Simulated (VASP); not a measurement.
# A VASP study of MnFe4SiB2 (rev-vdW-DF2): structure first, properties next, part 4 of 6

What structure does MnFe4SiB2 take at this level, and what are its properties? The start is a computed cell from the Materials Project.

VASP 6.6.1; rev-vdW-DF2, spin-polarised from a ferromagnetic start; plane waves and PAW (Mn_pv, Fe, Si, B).

Still holding for the runs below: The magnetic state follows from one typed start and may not be the lowest.

So far. Step 2 (Full relaxation (rev-vdW-DF2)): It ends with a largest force of 0.009 eV/Å and a pressure of 0.00 GPa. Step 3 (Second relaxation): It ends with a largest force of 0.009 eV/Å and a pressure of -0.09 GPa. The volume moved by under 0.01 %: the run met its threshold at the first step. The relaxed cell has a = 5.498, c = 10.172 Å (conventional setting).

## (4) Single point with fields (rev-vdW-DF2)

A single point on the relaxed cell gives a clean self-consistent state, with density, ELF and potential written out.

INCAR

```
SYSTEM = MnFe4SiB2
PREC = Accurate
ENCUT = 420
EDIFF = 1E-06
NELM = 100
ISMEAR = 1
SIGMA = 0.2
LREAL = .FALSE.
ALGO = Normal
GGA = MK
AGGAC = 0
LUSE_VDW = .TRUE.
PARAM1 = 0.1234
PARAM2 = 0.711357
ZAB_VDW = -1.8867
LASPH = .TRUE.
NBANDS = 98
ISPIN = 2
MAGMOM = 4 4 3 3 3 3 3 3 3 3 0 0 0 0 0 0
LMAXMIX = 4
LORBIT = 11
LWAVE = .FALSE.
LCHARG = .TRUE.
ISIF = 2
LELF = .TRUE.
LVHAR = .TRUE.
```

POSCAR

```
MnFe4SiB2
1.0
   -2.7489862493      2.7489862493      5.0858436328
    2.7489862493     -2.7489862493      5.0858436328
    2.7489862493      2.7489862493     -5.0858436328
Mn Fe Si B
2 8 2 4
Direct
    0.5000000000      0.5000000000      0.0000000000
    0.0000000000      0.0000000000      0.0000000000
    0.5318582523      0.0318582523      0.8357585666
    0.1960996857      0.6960996857      0.1642414334
    0.0318582523      0.1960996857      0.5000000000
    0.6960996857      0.5318582523      0.5000000000
    0.4681417477      0.9681417477      0.1642414334
    0.8039003143      0.3039003143      0.8357585666
    0.9681417477      0.8039003143      0.5000000000
    0.3039003143      0.4681417477      0.5000000000
    0.2500000000      0.2500000000      0.0000000000
    0.7500000000      0.7500000000      0.0000000000
    0.8798784748      0.3798784748      0.2597569497
    0.1201215252      0.6201215252      0.7402430503
    0.3798784748      0.1201215252      0.5000000000
    0.6201215252      0.8798784748      0.5000000000
```

KPOINTS

```
Automatic mesh
0
Gamma
6 6 6
0 0 0
```

Potentials, in the order of the species: Mn_pv, Fe, Si and B (PBE family, release 64).

Launch:

```
$ mpirun -np 8 vasp_std
```

Log:

```text
[banner, memory and clock lines left out]
running    8 mpi-ranks, on    1 nodes
 distrk:  each k-point on    8 cores,    1 groups
 distr:  one band on    1 cores,    8 groups

 POSCAR found type information on POSCAR MnFeSiB
 POSCAR found :  4 types and      16 ions
 [... a notice as in an earlier step ...]

 [... a notice as in an earlier step ...]

 [... a notice as in an earlier step ...]

 LDA part: xc-table for (Slater+PW92), standard interpolation
|                                                                             |
|           W    W    AA    RRRRR   N    N  II  N    N   GGGG   !!!           |
|           W    W   A  A   R    R  NN   N  II  NN   N  G    G  !!!           |
|           W    W  A    A  R    R  N N  N  II  N N  N  G       !!!           |
|           W WW W  AAAAAA  RRRRR   N  N N  II  N  N N  G  GGG   !            |
|           WW  WW  A    A  R   R   N   NN  II  N   NN  G    G                |
|           W    W  A    A  R    R  N    N  II  N    N   GGGG   !!!           |
|                                                                             |
|     The number of bands has been changed from the values supplied in        |
|     The orbitals not found in the WAVECAR file will be initialized with     |
|     random numbers, which is usually adequate. For correlated               |
|     calculations, however, you should redo the groundstate calculation.     |
|     I found NBANDS = 98. Now, NBANDS = 104.                                 |
|                                                                             |

 POSCAR, INCAR and KPOINTS ok, starting setup
 FFT: planning ... GRIDC
 FFT: planning ... GRID_SOFT
 FFT: planning ... GRID
 WAVECAR not read
 entering main loop
       N       E                     dE             d eps       ncg     rms          rms(c)
DAV:   1     0.105150138929E+04    0.10515E+04   -0.38648E+04 13080   0.113E+03
DAV:   2     0.889966625251E+01   -0.10426E+04   -0.94610E+03 12480   0.325E+02
DAV:   3    -0.116530667504E+03   -0.12543E+03   -0.10738E+03 12944   0.130E+02
DAV:   4    -0.122474456757E+03   -0.59438E+01   -0.58209E+01 14768   0.311E+01
DAV:   5    -0.122593467199E+03   -0.11901E+00   -0.11887E+00 14640   0.410E+00    0.569E+01
DAV:   6    -0.125221399750E+03   -0.26279E+01   -0.10027E+02 16376   0.104E+02    0.668E+01
DAV:   7    -0.132284282791E+03   -0.70629E+01   -0.10265E+02 15880   0.862E+01    0.684E+01
DAV:   8    -0.101169210948E+03    0.31115E+02   -0.28954E+01 14224   0.534E+01    0.141E+01
DAV:   9    -0.101028920059E+03    0.14029E+00   -0.39104E+00 17000   0.930E+00    0.569E+00
DAV:  10    -0.101082310698E+03   -0.53391E-01   -0.65657E-01 13672   0.517E+00    0.624E+00
DAV:  11    -0.101111985320E+03   -0.29675E-01   -0.98699E-02 15936   0.185E+00    0.384E+00
DAV:  12    -0.101146099288E+03   -0.34114E-01   -0.38712E-02 16784   0.137E+00    0.190E+00
DAV:  13    -0.101160878224E+03   -0.14779E-01   -0.27448E-02 16904   0.955E-01    0.947E-01
DAV:  14    -0.101162101967E+03   -0.12237E-02   -0.11466E-02 15760   0.549E-01    0.506E-01
DAV:  15    -0.101161791962E+03    0.31000E-03   -0.17364E-03 13656   0.297E-01    0.137E-01
DAV:  16    -0.101161821577E+03   -0.29614E-04   -0.17880E-04 15728   0.713E-02    0.434E-02
DAV:  17    -0.101161826787E+03   -0.52101E-05   -0.30087E-05 15048   0.264E-02    0.206E-02
DAV:  18    -0.101161821602E+03    0.51852E-05   -0.30856E-06 12392   0.996E-03    0.108E-02
DAV:  19    -0.101161820705E+03    0.89693E-06   -0.19053E-06 10232   0.740E-03
   1 F= -.10116182E+03 E0= -.10116421E+03  d E =0.716639E-02  mag=    15.4649
```

Run time: 1.8 min. Hardware: 8 MPI ranks of Intel Xeon 6975P-C (Granite Rapids), shared host; peak memory 2.9 GiB; 15 min of CPU time.

OUTCAR, selected parts (step 4):

```text
 Found     30 irreducible k-points:

   k-points           NKPTS =     30   k-points in BZ     NKDIM =     30   number of bands    NBANDS=    104

   NELECT =     110.0000    total number of electrons

 E-fermi :   8.3600

 spin component 1
 k-point     1 :       0.0000    0.0000    0.0000
  band No.  band energies     occupation
    ...
     60       7.9340      1.00513
     61       7.9525      1.00707
     62       7.9724      1.00972
     63       8.0128      1.01701
     64       8.0492      1.02521
     65       8.3940      0.35835
     66       8.9522     -0.00012
     67       8.9522     -0.00012
     68       9.2059     -0.00000
     69       9.2059     -0.00000
    ...

 k-point     2 :       0.1667    0.0000    0.0000
  band No.  band energies     occupation
    ...
     60       7.8635      1.00125
     61       8.0317      1.02117
     62       8.1296      1.03455
     63       8.1805      1.01094
     64       8.2925      0.76815
     65       8.6141     -0.03515
     66       8.6637     -0.02682
     67       8.8146     -0.00300
     68       9.2310     -0.00000
     69       9.4756     -0.00000
    ...

 k-point     3 :       0.3333    0.0000   -0.0000
  band No.  band energies     occupation
    ...
     58       7.5613      1.00000
     59       7.7819      1.00017
     60       7.9205      1.00402
     61       8.0464      1.02454
     62       8.1537      1.02809
     63       8.4449      0.17419
     64       8.4475      0.16606
     65       8.7940     -0.00444
     66       8.7985     -0.00409
     67       9.2115     -0.00000
    ...

 k-point     4 :       0.5000   -0.0000    0.0000
  band No.  band energies     occupation
    ...
     58       7.5725      1.00000
     59       7.8319      1.00060
     60       7.8319      1.00060
     61       8.0218      1.01895
     62       8.0218      1.01895
     63       8.5097      0.02435
     64       8.5097      0.02435
     65       9.0683     -0.00000
     66       9.0683     -0.00000
     67       9.4964     -0.00000
    ...

Total vdW correction in eV:     14.7980265

  Total       -0.0844575     -0.0844575     -0.0742535      0.0000000      0.0000000      0.0000000
  in kB       -0.8801986     -0.8801986     -0.7738551      0.0000000      0.0000000      0.0000000
  external PRESSURE =      -0.8447508 kB  Pullay stress =       0.0000000 kB

 POSITION                                       TOTAL-FORCE (eV/Angst)
 -----------------------------------------------------------------------------------
      0.00000      0.00000      5.08584         0.000000     -0.000000      0.000000
      0.00000      0.00000      0.00000         0.000000      0.000000      0.000000
      0.92300      3.67198     -1.38356        -0.001592     -0.001592     -0.001550
      1.82599     -0.92300      3.70228         0.001592      0.001592     -0.001550
      1.82599      0.92300     -1.38356         0.001592     -0.001592     -0.001550
      0.92300      1.82599      3.70228        -0.001592      0.001592     -0.001550
      1.82599     -0.92300      6.46941         0.001592      0.001592      0.001550
      0.92300      3.67198      1.38356        -0.001592     -0.001592      0.001550
      0.92300      1.82599      6.46941        -0.001592      0.001592      0.001550
      1.82599      0.92300      1.38356         0.001592     -0.001592      0.001550
      0.00000      0.00000      2.54292         0.000000      0.000000      0.000000
      0.00000      0.00000      7.62877         0.000000      0.000000      0.000000
     -0.66042      2.08856      5.08584        -0.006235     -0.006235     -0.000000
      3.40941      0.66042      0.00000         0.006235      0.006235      0.000000
      0.66042      2.08856      0.00000         0.006235     -0.006235      0.000000
      2.08856      0.66042      5.08584        -0.006235      0.006235      0.000000
 -----------------------------------------------------------------------------------
    total drift:                                0.000000      0.000000      0.000000

  FREE ENERGIE OF THE ION-ELECTRON SYSTEM (eV)
  ---------------------------------------------------
  free  energy   TOTEN  =      -101.1618207048 eV

  energy  without entropy=     -101.1689870991  energy(sigma->0) =     -101.16420950

Total vdW correction in eV:     14.7980492

[... 11 parts as in an earlier step ...]

[... 8 further parts left out ...]
```

With spin, VASP writes an ELF for each channel.

This step gave:

```
SCF cycles : 19
bands      : 104
pressure   : -0.08448 GPa
```

Valence electrons inside each PAW sphere by angular momentum. Sphere charges, by row:

| atom | s (e) | p (e) | d (e) | tot (e) |
| --- | --- | --- | --- | --- |
| Mn1 | 0.378 | 6.453 | 5.259 | 12.09 |
| Mn2 | 0.378 | 6.453 | 5.259 | 12.09 |
| Fe3 | 0.441 | 0.616 | 6.455 | 7.512 |
| Fe4 | 0.441 | 0.616 | 6.455 | 7.512 |
| Fe5 | 0.441 | 0.616 | 6.455 | 7.512 |
| Fe6 | 0.441 | 0.616 | 6.455 | 7.512 |
| Fe7 | 0.441 | 0.616 | 6.455 | 7.512 |
| Fe8 | 0.441 | 0.616 | 6.455 | 7.512 |
| Fe9 | 0.441 | 0.616 | 6.455 | 7.512 |
| Fe10 | 0.441 | 0.616 | 6.455 | 7.512 |
| Si11 | 0.75 | 0.979 | 0 | 1.729 |
| Si12 | 0.75 | 0.979 | 0 | 1.729 |
| B13 | 0.7 | 1.189 | 0 | 1.888 |
| B14 | 0.7 | 1.189 | 0 | 1.888 |
| B15 | 0.7 | 1.189 | 0 | 1.888 |
| B16 | 0.7 | 1.189 | 0 | 1.888 |

Spin density in the ab plane of the conventional cell at fractional z = 0.000, with atoms of Mn and B within 0.2 Å of it.

Ten even steps from '0' (0.0 e/Å³) to '9' (2.8 e/Å³), each cell a mean:
```
730000000000015
100000000000001
000000000000000
000000000000000
000000000000000
000000142000000
000000497200000
000000375100000
000000011000000
000000000000000
000000000000000
000000000000000
410000000000002
940000000000027
```
Columns run along a (5.5 Å), rows up along b (5.5 Å), edges of the conventional cell, whose origin can differ from the input's. Atoms in or near the plane, at fractional coordinates: Mn at (0.50, 0.50), Mn at (0.00, 0.00), B at (0.38, 0.88), B at (0.62, 0.12), B at (0.12, 0.38), B at (0.88, 0.62).

ELF of up spins in the ab plane of the conventional cell at fractional z = 0.000, with atoms of Mn and B within 0.2 Å of it. It is the smooth field of the valence electrons, not physical close to the nuclei.

Ten even steps from '_' (0.03) to '@' (0.67), each cell a mean:
```
__----**%%==++%%@@##**++::--..
------%%##....####==----------
----==##%%++++%%**----==****++
##==--==##%%%%**==--==##%%%%%%
%%++----======--::--**%%++::++
%%**++==--::--------++%%==..==
@@%%%%##==--::__..--==%%%%**%%
%%====%%**----..::--::++**##@@
**....####----------------==##
%%++++%%##==----++****==----**
##%%%%##==--==##%%%%%%##==--==
--======----++%%++::++%%++::::
----::--==++##%%==..==%%++----
__::--==##%%%%@@%%**%%##----__
```
Columns run along a (5.5 Å), rows up along b (5.5 Å), edges of the conventional cell, whose origin can differ from the input's. Atoms in or near the plane, at fractional coordinates: Mn at (0.50, 0.50), Mn at (0.00, 0.00), B at (0.38, 0.88), B at (0.62, 0.12), B at (0.12, 0.38), B at (0.88, 0.62).

Valence density in the ab plane of the conventional cell at fractional z = 0.000, with atoms of Mn and B within 0.2 Å of it. It is the smooth field of the valence electrons, not physical close to the nuclei.

Values in e/Å³, 14 rows by 15 columns, each cell a mean:
```
11  5  1  0  1  1  1  1  1  0  0  0  0  2  9
 3  1  0  0  1  0  1  1  0  0  0  0  0  1  2
 0  0  0  0  1  1  1  1  0  0  0  0  0  0  0
 0  0  0  0  0  1  1  0  0  0  0  0  1  1  1
 1  0  0  0  0  0  1  1  1  0  0  1  1  1  1
 1  0  0  0  0  1  3  6  4  1  0  1  1  0  1
 1  1  1  0  0  1  7 15 11  3  1  1  1  1  1
 1  1  1  1  0  1  5 12  9  2  0  0  0  0  1
 1  1  1  1  0  0  1  3  2  1  0  0  0  0  0
 1  1  1  1  0  0  0  0  0  0  0  0  0  0  0
 0  1  1  0  0  0  0  0  1  1  1  0  0  0  0
 1  1  0  0  0  0  0  1  1  1  1  1  0  0  1
 6  2  1  0  0  0  0  1  1  0  1  1  0  1  5
14  7  1  0  0  1  1  1  1  1  1  0  1  3 12
```
Columns run along a (5.5 Å), rows up along b (5.5 Å), edges of the conventional cell, whose origin can differ from the input's. Atoms in or near the plane, at fractional coordinates: Mn at (0.50, 0.50), Mn at (0.00, 0.00), B at (0.38, 0.88), B at (0.62, 0.12), B at (0.12, 0.38), B at (0.88, 0.62).

In this run the pressure is -0.08 GPa, small enough to go on.

(Part 4 of 6 ends here.)

[Lines on the potential files, build, host, timing and source positions are cut from VASP's logs without a mark.]

[Logs are printed without paths, hosts, clocks, repeated set-up lines and the standing remarks that a program may print on its own settings, such as how far it seeks lower states.]

[Hosts, paths, dates, database ids (printed as entryN), source tags and the programs' standing remarks are cut or masked in the printed files.]

[A measured line is paired with the nearest computed mode of its activity, which favours agreement.]

[In band tables of VASP the shares of atoms and orbitals are scaled to a sum of 1 inside the atoms' spheres.]
